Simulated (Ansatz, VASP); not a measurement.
# Cu3Rh2 (Rh-Cu-Cu-Cu-Rh stack, (111) layers): VASP beside Ansatz

Wanted: the spread between two codes on one cell, functional and k mesh. The cell is taken from a series of runs on this material, whose earlier steps may have relaxed, scaled, displaced or heated it; both programs get it as it stands.

Main program and level: Ansatz 0.2.0; plane waves, with VASP 6.6.1 beside it; PBE.

**1. Starting point**

The cell holds 5 atoms: 2 Rh and 3 Cu. Its edges and angles: a = 2.603 Å, b = 2.603 Å, c = 40.474 Å, α = 90.0°, β = 90.0°, γ = 120.0°. It derives from Cu3Rh2. Vacuum lies along c.

**2. Ansatz: zone-centre phonons, PBE**

Ansatz runs on its PAW soft_1 files.

Second derivatives magnify differences that forces hide, and they need a tight electronic threshold.

The input, input.yaml:

```yaml
crystal:
  lattice:
    - [2.6025823916, 0.0, 0.0]
    - [-1.3012911958, 2.2539024666, 0.0]
    - [0.0, 0.0, 40.4738775071]
  atoms:
    - { symbol: Rh, position: [0.0, 0.0, 0.1342699344] }
    - { symbol: Cu, position: [0.3333333333, 0.6666666667, 0.1877215786] }
    - { symbol: Cu, position: [0.6666666667, 0.3333333333, 0.238881733] }
    - { symbol: Cu, position: [0.0, 0.0, 0.2900418874] }
    - { symbol: Rh, position: [0.3333333333, 0.6666666667, 0.3434935316] }
  periodic: [true, true, false]
kpoints:
  mp_grid: { grid: [8, 8, 1] }
hamiltonian:
  xc: pbe
  pseudopotentials: { kind: paw, azcp: { folder: soft_1 } }
scf:
  occupations: { method: methfessel_paxton, width: 0.2 }
output:
  eigenvalues: true
phonons:
  method: dfpt
  qmesh: [2, 2, 1]
  temperatures: { t_max: 1000, t_step: 50 }
  qpath:
    path:
      - [0.0, 0.0, 0.0]
      - [0.5, 0.0, 0.0]
      - [0.33333333, 0.33333333, 0.0]
      - [0.0, 0.0, 0.0]
    npoints: 10
```

Started as:

```bash
$ ansatz run input.yaml --threads 4 --pin off --max-ram 12288MiB --backend cpu --events-out ev --progress --plain --runs-dir out
```

Numbers of over 12 decimals in the logs are rounded to 6 here.

Log:

```text
Warning: crystal.symmetry: narrowed to the stabiliser of the run's FFT grids — unitary ops 12 → 6. A phonons.method: dfpt run fills in the rows of the dynamical matrix that it does not solve by its symmetry operations, which is exact only for operations that map its FFT grids onto themselves: filled in by any other, the frequencies could depend on the order in which like atoms are typed, or, by more than the grids' own error, on where the crystal sits among the grids' points. Excluded: 6 operations. The run can therefore solve more perturbations, solve them on more k-points, or both, and cost more. [rest of the remark cut]
Engine: ansatz 0.2.0, aarch64-unknown-linux-gnu
Pseudopotentials: kind: paw
Pseudopotential: Rh, paw, valence charge 17, recommended cutoff 420 eV (normal), soft_1/Rh.paw.azcp
Pseudopotential: Cu, paw, valence charge 19, recommended cutoff 420 eV (normal), soft_1/Cu.paw.azcp
Functional definition: PBE
  parameter kappa = 0.804
  parameter beta = 0.066725
  exchange = pbe_x(kappa = kappa, mu = beta*pi^2/3)
  correlation = pbe_c(beta = beta)
Crystal: 5 atoms, lattice volume = 237.418 Å³
Basis set: ecut = 420 eV, 4773 PW (Γ), exchange–correlation on 36×36×576 points (8 copies of the dense FFT grid, shifted against one another)
Bands: 55, of which v1, the nominal top of the filled ones, is band 46 counted from 1 (45 counted from 0)
Symmetry: 12 space group operations
k-points: 10 of 64 (irreducible under 6 space group operations, time reversal used)
Non-local potential: Rh, projectors of the file, l = 0: 3, l = 1: 2, l = 2: 2, l = 3: 1
Non-local potential: Cu, projectors of the file, l = 0: 3, l = 1: 2, l = 2: 3, l = 3: 1
PAW form: soft (Blöchl's): semilocal exchange-correlation on the pseudo side does not see the compensation charge
PAW one-centre angular grid: Rh, 590 points (default); XC on 64 Gauss nodes
PAW one-centre angular grid: Cu, 590 points (default); XC on 64 Gauss nodes
Initial density: superposition of atomic densities (neutral atoms: chi_scale 0, normalization atom)
Initial wavefunctions: pseudopotential atomic-orbital guess
Functional: x = pbe(κ = 0.804, μ = 0.219515), c = pbe(β = 0.066725)
SCF iter   1: F=—  HF=-32684.484440 eV  |F-HF|=—  |Δ(HF+E_count)|=         —  Δρ=1.67e-1  dr2=8.59e1  ethr=3.10e-3  ⟨swp⟩=18.4  Hψ=4048  notcnv=0
preconditioner: auto → LDOS  [metal: Δε(μ)=0.041 eV  Ē_g=7.095 eV  σ=0.200 eV  W_gap=0.17  n_scr=28 (ndim 8)  ℏωp=17.2 eV  f_vac=0.696  D(μ)=14.08/eV (n_scr^D=180)  β→1.0]
SCF iter   2: F=—  HF=-32701.642806 eV  |F-HF|=—  |Δ(HF+E_count)|=    1.72e1  S|Δr|=    0.00e0  Δρ=1.86e-1  dr2=1.62e2  ethr=3.10e-3  ⟨swp⟩=5.1  Hψ=1918  notcnv=0  defer=22
SCF iter   3: F=—  HF=-32742.366702 eV  |F-HF|=—  |Δ(HF+E_count)|=    4.07e1  S|Δr|=    0.00e0  Δρ=6.31e-1  dr2=3.38e3  ethr=3.10e-3  ⟨swp⟩=5.0  Hψ=1376  notcnv=0  defer=28  recentre
[...]
SCF iter  12: F=—  HF=-32679.794188 eV  |F-HF|=—  |Δ(HF+E_count)|=   2.69e-4  S|Δr|=    0.00e0  Δρ=2.53e-4  dr2=1.22e-4  ethr=1.11e-6  ⟨swp⟩=3.2  Hψ=1166  notcnv=0  defer=24
SCF iter  13: F=—  HF=-32679.794312 eV  |F-HF|=—  |Δ(HF+E_count)|=   1.23e-4  S|Δr|=    0.00e0  Δρ=7.32e-4  dr2=7.65e-4  ethr=1.34e-7  ⟨swp⟩=3.5  Hψ=1307  notcnv=0  defer=25  recentre
SCF iter  14: F=—  HF=-32679.794186 eV  |F-HF|=—  |Δ(HF+E_count)|=   1.25e-4  S|Δr|=    0.00e0  Δρ=1.22e-4  dr2=1.94e-5  ethr=1.34e-7  ⟨swp⟩=3.1  Hψ=1207  notcnv=0  defer=25
SCF iter  15: F=—  HF=-32679.794192 eV  |F-HF|=—  |Δ(HF+E_count)|=   5.76e-6  S|Δr|=    0.00e0  Δρ=2.83e-5  dr2=1.55e-6  ethr=2.13e-8  ⟨swp⟩=3.4  Hψ=1210  notcnv=0  defer=25
SCF iter  16: F=—  HF=-32679.794381 eV  |F-HF|=—  |Δ(HF+E_count)|=   1.89e-4  S|Δr|=    0.00e0  Δρ=9.95e-6  dr2=2.16e-7  ethr=1.71e-9  ⟨swp⟩=2.9  Hψ=1139  notcnv=0  defer=25
SCF iter  17: F=—  HF=-32679.794382 eV  |F-HF|=—  |Δ(HF+E_count)|=   7.88e-7  S|Δr|=    0.00e0  Δρ=3.61e-6  dr2=2.85e-8  ethr=2.37e-10  ⟨swp⟩=3.9  Hψ=1236  notcnv=0  defer=26
SCF iter  18: F=—  HF=-32679.794382 eV  |F-HF|=—  |Δ(HF+E_count)|=   2.54e-7  S|Δr|=    0.00e0  Δρ=9.57e-7  dr2=6.03e-9  ethr=3.13e-11  ⟨swp⟩=3.0  Hψ=1121  notcnv=0  defer=26
SCF iter  19: F=—  HF=-32679.794382 eV  |F-HF|=—  |Δ(HF+E_count)|=   4.33e-9  S|Δr|=    0.00e0  Δρ=4.20e-7  dr2=3.27e-10  ethr=6.62e-12  ⟨swp⟩=3.3  Hψ=1085  notcnv=0  defer=26
SCF iter  20: F=—  HF=-32679.794382 eV  |F-HF|=—  |Δ(HF+E_count)|=   1.03e-8  S|Δr|=    0.00e0  Δρ=1.25e-7  dr2=6.31e-11  ethr=1.00e-12  ⟨swp⟩=2.9  Hψ=947  notcnv=0  defer=26
iter 21 met the thresholds in force, and the SCF goes on: an eigenvalue changes by 1.25 meV, over its tolerance of 1.01 meV (output.eigenvalues, Limitations)
SCF iter  21: F=-32679.794382 eV  HF=-32679.794382 eV  |F-HF|=4.66e-10  |Δ(HF+E_count)|=   5.33e-9  S|Δr|=    0.00e0  Δρ=4.04e-8  dr2=3.04e-12  ethr=1.00e-12  ⟨swp⟩=22.2  Hψ=4783  notcnv=0
SCF iter  22: F=-32679.794382 eV  HF=-32679.794382 eV  |F-HF|=4.07e-10  |Δ(HF+E_count)|=   1.01e-9  S|Δr|=    0.00e0  Δρ=1.16e-8  dr2=6.87e-13  ethr=1.00e-12  ⟨swp⟩=9.4  Hψ=3249  notcnv=0
SCF 1 converged in 22 iterations: F = -32679.794382 eV  dr2 = 6.87e-13
  greatest PAW one-centre occupation: 1.000 electrons in one spin orbital (limit 2), on the Rh atom at site 4 (counted from 0), in its partial waves of l = 0
phonons: the bands overlap, so this run is a metal and interpolates without the dipole-dipole term. If the crystal is really an insulator or semiconductor, its LO-TO splitting is missing
NSCF: frozen V_eff on 10 k-points
WARN: eigensolver did not converge (k=3): 1 band(s) unlocked after 2 eigensolves, warm-restarted (20 sweeps on the last) at ethr=4.11e-12 eV (storage-precision floor; scheduled 1.00e-12 eV) (lowest unlocked band 54, counted from 0; max residual 1.00e-4 eV among the unlocked bands, 1.00e-4 eV over every band; other slots of this pass that fall short are told together in one closing line; warning suppressed until the next SCF loop or pass starts)
WARN: eigensolver did not converge in 3 slots of this pass, the one above among them; of largest residual over every band (k=3): 1 band(s) unlocked (lowest unlocked band 54, counted from 0; max residual 1.00e-4 eV among the unlocked bands, 1.00e-4 eV over every band); of lowest unlocked band (k=3): band 54
NSCF: frozen V_eff on 21 k-points
DFPT response loops at q = (0, 0, 0) (fractional): preconditioner auto → none (partly filled bands, converged f_vac=0.700); β = 0.50; Broyden in place of MSR1
NSCF: frozen V_eff on 42 k-points
DFPT response loops at q = (0, -0.5, 0) (fractional): mixed as the last ones told, above
SCF converged after 22 iterations
Stability not checked: this state was not tested for a lower state beside it, because cold or Methfessel-Paxton smearing, or corrected tetrahedra, fill the levels in a way that the test cannot read (fill_not_monotonic; see scf.lower_state_search)
an eigenvalue changed by more than its tolerance at an iteration that met the thresholds in force, so the SCF went on 1 time: the last check found none over its tolerance
Free energy (F): -32679.794382 eV
Harris-Foulkes:  -32679.794382 eV  (|F-HF|=4.07e-10)
Internal energy: -32679.788706 eV  (E = F + TS)
E sigma→0 (E₀):  -32679.792963 eV
Entropy (-TS):   -0.005677 eV (-1.135 meV/atom)
Fermi energy:    -5.433472 eV
--- Per-component energies (eV) ---
  E_band       = -3419.480908
  E_kinetic    = 1857.462790
  E_local      = -876801.447594  (includes V_loc(G=0)·N_el)
  E_nonlocal   = 3270.154472
  E_hartree    = 435914.102373
  E_xc         = -608.061179
  E_vxc        = -770.215076  (∫ρ·V_xc dr)
  E_paw        = -12652.800695  (= ΣΔE_a)
  E_vpaw       = -2803.643826  (= ΣTr[D̂ρ^β])
  E_aug_tail   = 0.003216  (compensation charges beyond the density's cutoff)
  E_ewald      = 416340.797911
  E_smearing   = -0.005677  (= −TS)
  E_closure    = 0.000000  (closes the sum)
  Σ components = -32679.794382   (vs F -32679.794382, Δ=0.00e0)
--- Band table (eV; the first three rows and the last of 10) ---
  k-point 0: bands = [... 42 lower, -7.1368, -6.9598, -6.9598, -5.4200, -5.0381, -5.0381, -5.0346, -5.0346, ... 5 higher]
  k-point 1: bands = [... 42 lower, -6.9509, -6.8689, -6.4585, -6.3940, -6.0449, -5.1352, -5.1310, -3.9235, ... 5 higher]
  k-point 2: bands = [... 42 lower, -6.8922, -6.2776, -5.8817, -5.8789, -5.3606, -5.3522, -4.9446, -2.6026, ... 5 higher]
  k-point 9: bands = [... 42 lower, -6.4702, -5.6638, -5.6620, -3.0087, -2.4391, -1.5584, -0.2145, 0.6126, ... 5 higher]
  ° read free of the cell's end (the report's vacuum.weakly_bound_levels)
--- Phonons (Γ-DFPT): 10 representative perturbations + reference (Σ response iterations 59) ---
  ASR residual: 6.072e-5 → 0.000e0 eV/Å²; symmetrization residual: 5.319e-5 eV/Å²
  The last average, over the group as it would stand without the narrowing to the FFT grids, took up to 3.039e-5 eV/Å² of the zone centre's force constants
  ASR residual per site (eV/Å²): 6.07e-5 3.66e-5 3.82e-5 2.41e-5 3.88e-5
  Γ frequencies (cm⁻¹): 0.00 0.00 0.00 30.49 30.49 60.89 60.89 71.68 93.34 93.34 113.35 113.35 152.92 218.39 241.84
--- Phonons (arbitrary-q DFPT): 2 irreducible q on the 2×2×1 mesh ---
  q = [0.0000, 0.0000, 0.0000] (star 1, of the zone-centre solve; hermiticity 1.22e-5, symmetrization 2.81e-12, taken by the last average 3.48e-6): -0.00 -0.00 0.00 30.49 30.49 60.89 60.89 71.68 93.34 93.34 113.35 113.35 152.92 218.39 241.84
  q = [0.0000, -0.5000, 0.0000] (star 3, 15 solved perturbations on 21 of 64 k-point pairs; hermiticity 4.04e-6, symmetrization 5.86e-10, taken by the last average 1.37e-6): 76.20 77.02 80.84 85.55 116.64 141.30 143.84 159.52 169.10 175.61 214.21 218.74 227.37 249.17 249.91
  sum rule: each row above includes the acoustic sum rule's correction from the zone centre's row sums; it moved no ω² by more than (0.40 cm⁻¹)²
  mesh force constants: q→R imaginary residual 1.53e-17; ASR residual 6.072e-5 → 0.000e0 eV/Å²; symmetrization residual 7.105e-15 eV/Å²
  interpolated dispersion: 31 rows × 15 modes
  density of states and harmonic sums: on the 28×28×1 q-mesh, interpolated from the force constants of a 2×2×1 supercell (no non-analytic term)
  largest difference from the sums on the solved wave vectors: F 8.64e-2 eV, S 1.49e-4 and C_V 6.30e-5 eV/K
  zero-point energy: 0.136523 eV/cell   skipped modes (ω ≤ 0): 5, of them read as no rigid motion or as one in doubt: 2 (1.531e-2 modes/cell left out, lowest -9.16 cm⁻¹)   left out of the sums: 1.28e-3 of the cell's modes: C_V's classical limit lies that fraction below 3 k_B per atom; for a crystal, a wire or a layer, F and S can be off by more, and a phonons.interpolated_qmesh denser along its periods is the remedy for the sampling
```

(Part 1 of 3 ends here.)

[Lines on the potential files, build, host, timing and source positions are cut from VASP's logs without a mark.]

[Logs are printed without paths, hosts, clocks, repeated set-up lines and the standing remarks that a program may print on its own settings, such as how far it seeks lower states.]

[Hosts, paths, dates, database ids (printed as entryN), source tags and the programs' standing remarks are cut or masked in the printed files.]
